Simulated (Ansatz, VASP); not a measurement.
# Cross-check of Zn (Zinc) between VASP and Ansatz

One calculation is typed for both programs; each brings its own data sets. How far apart do they land? The cell is taken from a series of runs on this material, whose earlier steps may have relaxed, scaled, displaced or heated it; both programs get it as it stands.

Calculated with Ansatz 0.2.0; plane waves, with VASP 6.6.1 beside it; zone-centre phonons at LDA.

## 1. Set-up

Symmetry: P6_3/mmc, No. 194, hexagonal system. Conventional cell: a = 2.670 Å, b = 2.670 Å, c = 4.966 Å, α = 90.00°, β = 90.00°, γ = 120.00°. Nearest to Zn lie 12 Zn at 2.67 to 2.92 Å.

Structure file:

```cif
data_structure
_symmetry_space_group_name_H-M 'P6_3/mmc'
_symmetry_Int_Tables_number 194
_cell_length_a 2.6700
_cell_length_b 2.6700
_cell_length_c 4.9660
_cell_angle_alpha 90.000
_cell_angle_beta 90.000
_cell_angle_gamma 120.000
_cell_volume 30.66
loop_
_atom_site_label
_atom_site_type_symbol
_atom_site_symmetry_multiplicity
_atom_site_Wyckoff_symbol
_atom_site_fract_x
_atom_site_fract_y
_atom_site_fract_z
_atom_site_occupancy
Zn1 Zn 2 c 0.33333 0.66667 0.25000 1
```

## 2. Ansatz: zone-centre phonons, LDA, pair 1

Ansatz runs on its PAW soft_1 files.

Second derivatives magnify differences that forces hide, and they need a tight electronic threshold.

Input file input.yaml:

```yaml
crystal:
  lattice:
    - [2.67, 0.0, 0.0]
    - [-1.335, 2.3122878281, 0.0]
    - [0.0, 0.0, 4.966]
  atoms:
    - { symbol: Zn, position: [0.3333333333, 0.6666666667, 0.25] }
    - { symbol: Zn, position: [0.6666666667, 0.3333333333, 0.75] }
kpoints:
  mp_grid: { grid: [10, 10, 4] }
hamiltonian:
  xc: lda
  pseudopotentials: { kind: paw, azcp: { folder: soft_1 }, xc_functional: pbe }
scf:
  occupations: { method: methfessel_paxton, width: 0.2 }
output:
  eigenvalues: true
basis:
  ecutwfc: 260.0
phonons:
  method: dfpt
  qmesh: [2, 2, 1]
  temperatures: { t_max: 1000, t_step: 50 }
  qpath:
    path:
      - [[0.0, 0.0, 0.0], [0.5, 0.0, 0.0], [0.33333333, 0.33333333, 0.0], [0.0, 0.0, 0.0], [0.0, 0.0, 0.5], [0.5, 0.0, 0.5], [0.33333333, 0.33333333, 0.5], [0.0, 0.0, 0.5]]
      - [[0.5, 0.0, 0.5], [0.5, 0.0, 0.0]]
      - [[0.33333333, 0.33333333, 0.5], [0.33333333, 0.33333333, 0.0]]
    npoints: 10
```

On the command line:

```bash
$ ansatz run input.yaml --threads 8 --pin off --max-ram 15360MiB --backend cpu --events-out ev --progress --plain --runs-dir out
```

Numbers of over 12 decimals in the logs are rounded to 6 here.

Output:

```text
Warning: basis.ecutwfc = 260 eV is below the records' recommended 420 eV, and the density's cutoff is lower with it unless basis.ecutrho_ratio is high enough to keep the records' density cutoff: compare with a run at a higher cutoff
Engine: ansatz 0.2.0, aarch64-unknown-linux-gnu
Pseudopotentials: kind: paw
Pseudopotential: Zn, paw, valence charge 12, recommended cutoff 420 eV (normal), soft_1/Zn.paw.azcp
Functional definition: SPW92
  exchange = slater_x
  correlation = pw_c
Crystal: 2 atoms, lattice volume = 30.659 Å³
Basis set: ecut = 260 eV, 313 PW (Γ), exchange–correlation on 30×30×60 points (8 copies of the dense FFT grid, shifted against one another)
Bands: 16, of which v1, the nominal top of the filled ones, is band 12 counted from 1 (11 counted from 0)
Symmetry: 24 space group operations
k-points: 42 of 400
Non-local potential: Zn, projectors of the file, l = 0: 2, l = 1: 2, l = 2: 3, l = 3: 1
PAW form: soft (Blöchl's): semilocal exchange-correlation on the pseudo side does not see the compensation charge
PAW frozen core: Zn, regenerated for the run's functional, and the local potential with it (the file was generated under x = pbe(κ = 0.804, μ = 0.219515), c = pbe(β = 0.066725))
PAW one-centre angular grid: Zn, 590 points (default); XC on 64 Gauss nodes
Initial density: superposition of atomic densities (chi_scale 0.1, normalization cell)
Initial wavefunctions: pseudopotential atomic-orbital guess
Functional: x = slater, c = lda
SCF iter   1: F=—  HF=-6491.448296 eV  |F-HF|=—  |Δ(HF+E_count)|=         —  Δρ=6.10e-2  dr2=8.50e-1  ethr=3.10e-3  ⟨swp⟩=5.2  Hψ=3626  notcnv=0
preconditioner: auto → none  [insulator: Δε(μ)=0.257 eV  Ē_g=12.334 eV  σ=0.200 eV  W_gap=0.82  n_scr=4 (ndim 8)  ℏωp=32.9 eV  f_vac=0.000  D(μ)=0.21/eV (n_scr^D=0)  ε∞_Penn≈8.1]
SCF iter   2: F=—  HF=-6491.176394 eV  |F-HF|=—  |Δ(HF+E_count)|=   2.72e-1  S|Δr|=    0.00e0  Δρ=6.69e-2  dr2=5.72e-1  ethr=3.10e-3  ⟨swp⟩=2.0  Hψ=1679  notcnv=0  defer=3
SCF iter   3: F=—  HF=-6491.031547 eV  |F-HF|=—  |Δ(HF+E_count)|=   1.45e-1  S|Δr|=    0.00e0  Δρ=1.88e-2  dr2=3.51e-2  ethr=2.38e-3  ⟨swp⟩=2.6  Hψ=1591  notcnv=0  defer=3
SCF iter   4: F=—  HF=-6491.043366 eV  |F-HF|=—  |Δ(HF+E_count)|=   1.18e-2  S|Δr|=    0.00e0  Δρ=3.35e-3  dr2=1.71e-3  ethr=1.46e-4  ⟨swp⟩=1.8  Hψ=1282  notcnv=0  defer=3
SCF iter   5: F=—  HF=-6491.042843 eV  |F-HF|=—  |Δ(HF+E_count)|=   5.23e-4  S|Δr|=    0.00e0  Δρ=3.29e-4  dr2=1.93e-5  ethr=7.14e-6  ⟨swp⟩=2.0  Hψ=1069  notcnv=0  defer=3
SCF iter   6: F=—  HF=-6491.042839 eV  |F-HF|=—  |Δ(HF+E_count)|=   3.85e-6  S|Δr|=    0.00e0  Δρ=8.33e-6  dr2=1.92e-8  ethr=8.06e-8  ⟨swp⟩=2.0  Hψ=1171  notcnv=0  defer=3
SCF iter   7: F=—  HF=-6491.042838 eV  |F-HF|=—  |Δ(HF+E_count)|=   6.54e-7  S|Δr|=    0.00e0  Δρ=1.37e-6  dr2=4.04e-10  ethr=8.00e-11  ⟨swp⟩=2.0  Hψ=1163  notcnv=0  defer=3
SCF iter   8: F=—  HF=-6491.042838 eV  |F-HF|=—  |Δ(HF+E_count)|=  9.46e-11  S|Δr|=    0.00e0  Δρ=3.88e-7  dr2=2.67e-11  ethr=1.68e-12  ⟨swp⟩=2.5  Hψ=1116  notcnv=0  defer=3
SCF iter   9: F=-6491.042838 eV  HF=-6491.042838 eV  |F-HF|=1.82e-12  |Δ(HF+E_count)|=  9.09e-12  S|Δr|=    0.00e0  Δρ=1.29e-8  dr2=2.75e-14  ethr=1.00e-12  ⟨swp⟩=5.6  Hψ=2912  notcnv=0
SCF 1 converged in 9 iterations: F = -6491.042838 eV  dr2 = 2.75e-14
  greatest PAW one-centre occupation: 0.981 electrons in one spin orbital (limit 2), on the Zn atom at site 1 (counted from 0), in its partial waves of l = 2
NSCF: frozen V_eff on 42 k-points
NSCF: frozen V_eff on 93 k-points
DFPT response loops at q = (0, 0, 0) (fractional): preconditioner auto → Kerker (q_TF=auto, 2.619 Å⁻¹) (partly filled bands, converged f_vac=0.000); β = 1.00, the filter's whole step (`scf.mixing.beta` (0.50) is not read by the response loops under this deck's `scf.mixing.preconditioner`; to damp them name `kerker` or `kerker_dos`, under which they read `scf.mixing.beta`, and type it under 1.00, their step now; both keys bind the ground state too); Broyden in place of MSR1
NSCF: frozen V_eff on 186 k-points
DFPT response loops at q = (0, -0.5, 0) (fractional): mixed as the last ones told, above
SCF converged after 9 iterations
Stability not checked: this state was not tested for a lower state beside it, because cold or Methfessel-Paxton smearing, or corrected tetrahedra, fill the levels in a way that the test cannot read (fill_not_monotonic; see scf.lower_state_search)
Free energy (F): -6491.042838 eV
Harris-Foulkes:  -6491.042838 eV  (|F-HF|=1.82e-12)
Internal energy: -6491.044122 eV  (E = F + TS)
E sigma→0 (E₀):  -6491.043159 eV
Entropy (-TS):   0.001284 eV (0.642 meV/atom)
Fermi energy:    10.268376 eV
--- Per-component energies (eV) ---
  E_band       = 76.752404
  E_kinetic    = 295.036861
  E_local      = -3557.084520  (includes V_loc(G=0)·N_el)
  E_nonlocal   = 1665.765286
  E_hartree    = 1328.870563
  E_xc         = -154.907589
  E_vxc        = -102.542061  (∫ρ·V_xc dr)
  E_paw        = -3667.508409  (= ΣΔE_a)
  E_vpaw       = -882.131296  (= ΣTr[D̂ρ^β])
  E_aug_tail   = -0.032979  (compensation charges beyond the density's cutoff)
  E_ewald      = -2404.297622
  E_core_change = 3.114287  (= ΣΔE_core)
  E_smearing   = 0.001284  (= −TS)
  E_closure    = -0.000000  (closes the sum)
  Σ components = -6491.042838   (vs F -6491.042838, Δ=0.00e0)
--- Band table (eV; the first three rows and the last of 42) ---
  k-point 0: bands = [... 8 lower, 2.8394, 3.0064, 3.0064, 6.8875, 7.2230, 23.8546, 27.3671, 27.6279]
  k-point 1: bands = [... 8 lower, 2.8966, 3.0053, 3.0053, 4.2711, 10.6736, 19.8009, 28.0355, 28.0355]
  k-point 2: bands = [... 8 lower, 2.9722, 2.9722, 2.9722, 2.9722, 14.9668, 14.9668, 28.9580, 28.9580]
  k-point 41: bands = [... 8 lower, 3.0387, 3.0387, 10.0989, 10.0989, 12.9667, 12.9667, 13.3142, 13.3142]
--- Phonons (Γ-DFPT): 2 representative perturbations + reference (Σ response iterations 8) ---
  ASR residual: 4.107e-5 → 0.000e0 eV/Å²; symmetrization residual: 1.139e-11 eV/Å²
  ASR residual per site (eV/Å²): 4.11e-5 4.11e-5
  Γ frequencies (cm⁻¹): 0.00 0.00 0.00 81.62 81.62 143.76
--- Phonons (arbitrary-q DFPT): 2 irreducible q on the 2×2×1 mesh ---
  q = [0.0000, 0.0000, 0.0000] (star 1, of the zone-centre solve; hermiticity 2.40e-13, symmetrization 4.58e-12): -0.00 0.00 0.00 81.62 81.62 143.76
  q = [0.0000, -0.5000, 0.0000] (star 3, 3 solved perturbations on 93 of 400 k-point pairs; hermiticity 2.81e-13, symmetrization 1.14e-13): 82.24 91.42 93.56 93.92 154.43 173.08
  sum rule: each row above includes the acoustic sum rule's correction from the zone centre's row sums; it moved no ω² by more than (0.41 cm⁻¹)²
  mesh force constants: q→R imaginary residual 4.83e-18; ASR residual 4.107e-5 → 0.000e0 eV/Å²; symmetrization residual 3.553e-15 eV/Å²
  interpolated dispersion: 93 rows × 6 modes
  density of states and harmonic sums: on the 26×26×13 q-mesh, interpolated from the force constants of a 2×2×1 supercell (no non-analytic term)
  largest difference from the sums on the solved wave vectors: F 1.55e-1 eV, S 2.19e-4 and C_V 6.46e-5 eV/K
  zero-point energy: 0.039475 eV/cell   skipped modes (ω ≤ 0): 3   left out of the sums: 5.69e-5 of the cell's modes: C_V's classical limit lies that fraction below 3 k_B per atom; for a crystal, a wire or a layer, F and S can be off by more, and a phonons.interpolated_qmesh denser along its periods is the remedy for the sampling
```

The column dr2 measures how far the density is from self-consistency, as an energy; F and HF (Harris–Foulkes) agree once it is small.

## 3. VASP: zone-centre phonons, LDA, pair 1

The same cell, functional (in two slightly different forms), mesh and smearing now go to VASP, with its own data sets.

Lines of VASP's logs that name or quote its potential files are left out, and so is its time.

Input file INCAR:

```
SYSTEM = Zn
PREC = Accurate
ENCUT = 500
EDIFF = 1E-08
NELM = 120
ISMEAR = 1
SIGMA = 0.2
LREAL = .FALSE.
ALGO = Normal
GGA = CA
NBANDS = 18
LORBIT = 11
LWAVE = .FALSE.
LCHARG = .FALSE.
ISIF = 2
IBRION = 8
LASPH = .TRUE.
GGA_COMPAT = .FALSE.
KPAR = 2
```

Input file POSCAR:

```
Zn
1.0
    2.6700000000      0.0000000000      0.0000000000
   -1.3350000000      2.3122878281      0.0000000000
    0.0000000000      0.0000000000      4.9660000000
Zn
2
Direct
    0.3333333333      0.6666666667      0.2500000000
    0.6666666667      0.3333333333      0.7500000000
```

Input file KPOINTS:

```
Automatic mesh
0
Gamma
10 10 4
0 0 0
```

The projector-augmented-wave data sets are Zn (LDA family, release 64).

On the command line:

```bash
$ mpirun -np 2 vasp_std
```

Output:

```text
[banner, memory and clock lines left out]
running    2 mpi-ranks, on    1 nodes
 distrk:  each k-point on    1 cores,    2 groups
 distr:  one band on    1 cores,    1 groups

 POSCAR found type information on POSCAR Zn
 POSCAR found :  1 types and       2 ions
 LDA part: xc-table for (Slater(with rela. corr.)+CA(PZ))
 , standard interpolation
 POSCAR, INCAR and KPOINTS ok, starting setup
 FFT: planning ... GRIDC
 FFT: planning ... GRID_SOFT
 FFT: planning ... GRID
 WAVECAR not read
 entering main loop
       N       E                     dE             d eps       ncg     rms          rms(c)
DAV:   1     0.105358831007E+03    0.10536E+03   -0.12224E+04  1552   0.205E+03
DAV:   2     0.304945044682E+00   -0.10505E+03   -0.10178E+03  1514   0.291E+02
DAV:   3    -0.391434539379E+01   -0.42193E+01   -0.42066E+01  1720   0.671E+01
DAV:   4    -0.393781180739E+01   -0.23466E-01   -0.23460E-01  1732   0.513E+00
DAV:   5    -0.393784362671E+01   -0.31819E-04   -0.31819E-04  1652   0.169E-01    0.391E+00
DAV:   6    -0.370801787676E+01    0.22983E+00   -0.95538E-01  1616   0.206E+01    0.293E+00
DAV:   7    -0.369170641344E+01    0.16311E-01   -0.36466E-02  1906   0.330E+00    0.150E+00
DAV:   8    -0.368357238801E+01    0.81340E-02   -0.31478E-03  2034   0.747E-01    0.476E-02
DAV:   9    -0.368354736967E+01    0.25018E-04   -0.27156E-04  1898   0.199E-01    0.335E-02
DAV:  10    -0.368355123455E+01   -0.38649E-05   -0.16539E-05  1574   0.328E-02    0.271E-03
DAV:  11    -0.368355118507E+01    0.49473E-07   -0.70130E-07  1724   0.136E-02    0.188E-03
DAV:  12    -0.368355118305E+01    0.20268E-08   -0.13185E-08  1304   0.123E-03
   1 F= -.36835512E+01 E0= -.36840468E+01  d E =0.148670E-02
 Linear response reoptimize wavefunctions to high precision
DAV:   1    -0.368355117897E+01    0.40809E-08   -0.16790E-08  1562   0.252E-03
DAV:   2    -0.368355117901E+01   -0.41382E-10   -0.26296E-10   858   0.149E-04
 Linear response DOF=           2
 Linear response progress:
  Degree of freedom:   1/  2
       N       E                     dE             d eps       ncg     rms          rms(c)
RMM:   1    -0.202172978177E+00   -0.20217E+00   -0.12353E-02  7672   0.178E+00
RMM:   2    -0.202049781304E+00    0.12320E-03   -0.63051E-04  8461   0.254E-01    0.462E-02
RMM:   3    -0.201675189925E+00    0.37459E-03   -0.35440E-05  9833   0.469E-02    0.257E-02
RMM:   4    -0.201284106505E+00    0.39108E-03   -0.29630E-05  9660   0.408E-02    0.216E-03
RMM:   5    -0.201291061097E+00   -0.69546E-05   -0.42703E-07 10199   0.420E-03    0.121E-03
RMM:   6    -0.201287719924E+00    0.33412E-05   -0.32238E-08 10052   0.108E-03    0.113E-04
RMM:   7    -0.201288552532E+00   -0.83261E-06   -0.27044E-09 10216   0.323E-04    0.348E-05
RMM:   8    -0.201288165949E+00    0.38658E-06   -0.24576E-10 10333   0.947E-05    0.646E-06
RMM:   9    -0.201288074098E+00    0.91851E-07    0.14861E-09 10118   0.471E-05    0.179E-06
RMM:  10    -0.201288089456E+00   -0.15357E-07   -0.30081E-10  8237   0.306E-05    0.446E-07
RMM:  11    -0.201288092711E+00   -0.32550E-08    0.71797E-10  5848   0.274E-05    0.217E-07
 first order change of Fermi-energy  -0.19960E-04
 force on displaced ion       1 direction 1 :  -0.413  -0.000   0.000
 Linear response progress:
  Degree of freedom:   2/  2
       N       E                     dE             d eps       ncg     rms          rms(c)
RMM:   1    -0.224584077563E+00   -0.22458E+00   -0.15380E-02  2527   0.198E+00
RMM:   2    -0.222360663586E+00    0.22234E-02   -0.62443E-05  2547   0.449E-01    0.420E-02
RMM:   3    -0.222407665778E+00   -0.47002E-04    0.15425E-04  3146   0.714E-02    0.234E-02
RMM:   4    -0.222336715196E+00    0.70951E-04   -0.42031E-05  3153   0.225E-02    0.641E-03
RMM:   5    -0.222303815292E+00    0.32900E-04   -0.35256E-05  3196   0.755E-03    0.119E-03
RMM:   6    -0.222300742269E+00    0.30730E-05   -0.12308E-05  3228   0.152E-03    0.244E-04
RMM:   7    -0.222300826935E+00   -0.84666E-07   -0.27337E-06  3092   0.501E-04    0.654E-05
RMM:   8    -0.222300543557E+00    0.28338E-06   -0.15401E-06  3146   0.161E-04    0.302E-05
RMM:   9    -0.222300089132E+00    0.45442E-06   -0.35628E-07  3049   0.719E-05    0.261E-06
RMM:  10    -0.222300056494E+00    0.32638E-07   -0.18822E-07  3038   0.350E-05    0.143E-06
RMM:  11    -0.222300040049E+00    0.16445E-07   -0.60625E-08  2483   0.243E-05    0.611E-07
RMM:  12    -0.222300036416E+00    0.36329E-08   -0.26234E-08  2207   0.240E-05    0.138E-07
 first order change of Fermi-energy  -0.27559E-04
 force on displaced ion       1 direction 3 :   0.000  -0.000  -1.026
 Linear response finished
```

(Part 1 of 2 ends here.)

[Lines on the potential files, build, host, timing and source positions are cut from VASP's logs without a mark.]

[Logs are printed without paths, hosts, clocks, repeated set-up lines and the standing remarks that a program may print on its own settings, such as how far it seeks lower states.]

[Hosts, paths, dates, database ids (printed as entryN), source tags and the programs' standing remarks are cut or masked in the printed files.]
